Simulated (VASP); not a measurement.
Calculation: PBE GGA, VASP's PBE PAW potentials (set 64) (plane waves; VASP).

VASP ran on this input.

KPOINTS:
```
Automatic mesh
0
Gamma
5 5 5
0 0 0
```

File POSCAR:
```
SrCl2
1.0
  0.0000000000   3.4474220000   3.5011510000
  3.4734590000   0.0000000000   3.5011510000
  3.4734590000   3.4474220000   0.0000000000
Sr Cl
1 2
Direct
  0.0000000000   0.0000000000   0.0000000000
  0.2500000000   0.2500000000   0.2500000000
  0.7416400000   0.7583600000   0.7583600000
```

### INCAR
```
SYSTEM = SrCl2
PREC = Accurate
ENCUT = 800
EDIFF = 1E-6
NELM = 100
ALGO = Normal
LREAL = .FALSE.
LASPH = .TRUE.
ISMEAR = 0
SIGMA = 0.05
GGA = PE
LMAXMIX = 4
LWAVE = .FALSE.
LCHARG = .FALSE.
ISIF = 2
```

POTCAR, in this order: Sr_sv Cl (PBE.64 set). Program: vasp_std.

Output of the run:

**OSZICAR**
```
       N       E                     dE             d eps       ncg     rms          rms(c)
DAV:   1     0.184299776006E+03    0.18430E+03   -0.14692E+04  1248   0.188E+03
DAV:   2    -0.104171454635E+01   -0.18534E+03   -0.18186E+03  1704   0.287E+02
DAV:   3    -0.126088804008E+02   -0.11567E+02   -0.11558E+02  1672   0.747E+01
DAV:   4    -0.130379151739E+02   -0.42903E+00   -0.42893E+00  2304   0.112E+01
DAV:   5    -0.130404991411E+02   -0.25840E-02   -0.25839E-02  1728   0.837E-01    0.134E+01
DAV:   6    -0.127491749475E+02    0.29132E+00   -0.76428E-01  1696   0.511E+00    0.873E+00
DAV:   7    -0.127602288957E+02   -0.11054E-01   -0.45675E-01  1944   0.435E+00    0.202E+00
DAV:   8    -0.127641012229E+02   -0.38723E-02   -0.65019E-02  1552   0.154E+00    0.345E-01
DAV:   9    -0.127655169912E+02   -0.14158E-02   -0.23654E-03  1832   0.318E-01    0.129E-01
DAV:  10    -0.127668744585E+02   -0.13575E-02   -0.11847E-03  1416   0.239E-01    0.340E-02
DAV:  11    -0.127669525209E+02   -0.78062E-04   -0.10169E-04  1968   0.594E-02    0.387E-02
DAV:  12    -0.127669624324E+02   -0.99115E-05   -0.15164E-05  1584   0.230E-02    0.124E-02
DAV:  13    -0.127669658590E+02   -0.34267E-05   -0.71914E-06  1600   0.160E-02    0.419E-03
DAV:  14    -0.127669657730E+02    0.86043E-07   -0.28000E-07  1312   0.393E-03
   1 F= -.12766966E+02 E0= -.12766966E+02  d E =-.222892E-13
```

**OUTCAR**
```
------------------------ aborting loop because EDIFF is reached ----------------------------------------
  FORCE on cell =-STRESS in cart. coord.  units (eV):
  Direction    XX          YY          ZZ          XY          YZ          ZX
  --------------------------------------------------------------------------------------
  Total        0.8675713      1.0614394      0.6383985      0.0000000      0.1592856      0.0000000
  in kB       16.5774722     20.2818851     12.1984593      0.0000000      3.0436137      0.0000000
  external PRESSURE =      16.3526055 kB  Pullay stress =       0.0000000 kB
  volume of cell :       83.85
      direct lattice vectors                 reciprocal lattice vectors
     0.000000000  3.447422000  3.501151000    -0.143948727  0.145035914  0.142810179
     3.473459000  0.000000000  3.501151000     0.143948727 -0.145035914  0.142810179
     3.473459000  3.447422000  0.000000000     0.143948727  0.145035914 -0.142810179
 POSITION                                       TOTAL-FORCE (eV/Angst)
 -----------------------------------------------------------------------------------
      0.00000      0.00000      0.00000         0.084434     -0.000000      0.000000
      1.73673      1.72371      1.75058         0.085781      0.000000      0.000000
      5.26826      5.17113      5.25173        -0.170214      0.000000      0.000000
 -----------------------------------------------------------------------------------
    total drift:                                0.000023     -0.000000     -0.000000
  FREE ENERGIE OF THE ION-ELECTRON SYSTEM (eV)
  ---------------------------------------------------
  free  energy   TOTEN  =       -12.7669657730 eV

  energy  without entropy=      -12.7669657730  energy(sigma->0) =      -12.76696577
```
(Selected blocks of OUTCAR.)

**OUTCAR**
```
 val. band max:        0.2128237262   @ k =  -0.4000   0.0000   0.4000

 cond. band min:       5.6131971315   @ k =   0.0000   0.0000   0.0000


 Fermi energy:         0.4599304579

 k-point     1 :       0.0000    0.0000    0.0000
  band No.  band energies     occupation
      1     -32.6110      2.00000
      2     -14.6110      2.00000
      3     -14.6096      2.00000
      4     -14.6069      2.00000
      5     -13.1096      2.00000
      6     -12.2315      2.00000
      7      -1.9635      2.00000
      8      -1.9370      2.00000
      9      -1.9015      2.00000
     10      -0.1684      2.00000
     11      -0.1021      2.00000
     12      -0.0484      2.00000
     13       5.6132      0.00000
     14       6.2875      0.00000
     15       6.3772      0.00000
     16       9.2443      0.00000

 k-point     2 :       0.2000    0.0000   -0.0000
  band No.  band energies     occupation
      1     -32.6098      2.00000
      2     -14.7426      2.00000
      3     -14.6153      2.00000
      4     -14.6135      2.00000
      5     -12.8856      2.00000
      6     -12.3121      2.00000
      7      -1.7930      2.00000
      8      -1.7660      2.00000
      9      -1.6736      2.00000
     10      -0.5464      2.00000
     11      -0.3448      2.00000
     12      -0.2911      2.00000
     13       6.3916      0.00000
     14       6.5907      0.00000
     15       6.6671      0.00000
     16       8.1702      0.00000

 k-point     3 :      -0.0000    0.0000    0.2000
  band No.  band energies     occupation
      1     -32.6099      2.00000
      2     -14.7335      2.00000
      3     -14.6150      2.00000
      4     -14.6129      2.00000
      5     -12.9045      2.00000
      6     -12.3052      2.00000
      7      -1.8110      2.00000
      8      -1.7909      2.00000
      9      -1.6608      2.00000
     10      -0.5324      2.00000
     11      -0.3366      2.00000
     12      -0.2818      2.00000
     13       6.4151      0.00000
...
```

The compound is SrCl2 in the fluorite structure. The cell was not relaxed at this level, atoms are displaced from their ideal sites. The run is one of a series of settings (ENCUT = 800 against the base run), some of them coarse on purpose.
